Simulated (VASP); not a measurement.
Method: r2SCAN meta-GGA, VASP's PBE PAW potentials (set 64) (plane waves; VASP 6.6.1).

VASP input:

File POSCAR:
```
Te
1
    4.9618526192     0.0000000500     0.0000000000
   -2.4809257171     4.2970899161    -0.0000000000
    0.0000000000     0.0000000000    10.2713965410
Te
4
Direct
  0.3333330000   0.6666670000   0.0344004246
  0.6666670000   0.3333330000   0.5344004246
  0.6666670000   0.3333330000   0.9655995754
  0.3333330000   0.6666670000   0.4655995754
```

File KPOINTS:
```
Automatic mesh
0
Gamma
7 7 3
0 0 0
```

### INCAR
```
ALGO=Normal
EDIFF=1E-6
EDIFFG=-0.02
ENCUT=400
IBRION=2
ISIF=3
ISMEAR=1
LASPH=.TRUE.
LCHARG=.FALSE.
LMAXMIX=4
LMIXTAU=.TRUE.
LREAL=.FALSE.
LWAVE=.FALSE.
METAGGA=R2SCAN
NELM=100
NSW=60
PREC=Accurate
SIGMA=0.1
SYSTEM=Te
```

POTCAR, in this order: Te (PBE.64 set). Program: vasp_std.

Unless said otherwise, spin-orbit coupling is left out, though it shifts the bands of the heavy elements here.

**Question.** Estimate the energy per atom (σ→0), volume per atom, band gap (on the k-mesh).

**Answer.** 
```yaml
energy per atom (σ→0): -2417.0 kJ/mol of atoms
band gap (on the k-mesh): none (metal, semimetal or under 0.01 eV)
volume_per_atom: 54.82 Å^3/atom
```

### OSZICAR
```
...
DAV:   7    -0.100201249120E+03   -0.38386E-06   -0.39315E-07   256   0.573E-03
   3 F= -.10020125E+03 E0= -.10020138E+03  d E =0.376344E-04
       N       E                     dE             d eps       ncg     rms          rms(c)
DAV:   1    -0.100201277597E+03   -0.28861E-04   -0.46062E-04   576   0.985E-02    0.244E-02
DAV:   2    -0.100201269991E+03    0.76055E-05   -0.16317E-05   544   0.230E-02    0.991E-03
DAV:   3    -0.100201267277E+03    0.27138E-05   -0.42031E-06   560   0.968E-03    0.478E-03
DAV:   4    -0.100201267087E+03    0.18989E-06   -0.24114E-06   320   0.751E-03
   4 F= -.10020127E+03 E0= -.10020140E+03  d E =0.196667E-04
```

The structure was generated: Te was put into the lonsdaleite type (P6_3/mmc), which need not be its known phase. This run relaxes it. Symmetry was kept, so distortions that lower it aren't found. The start is the result of an earlier pass. VASP warned that the highest band is occupied, so more bands are needed.
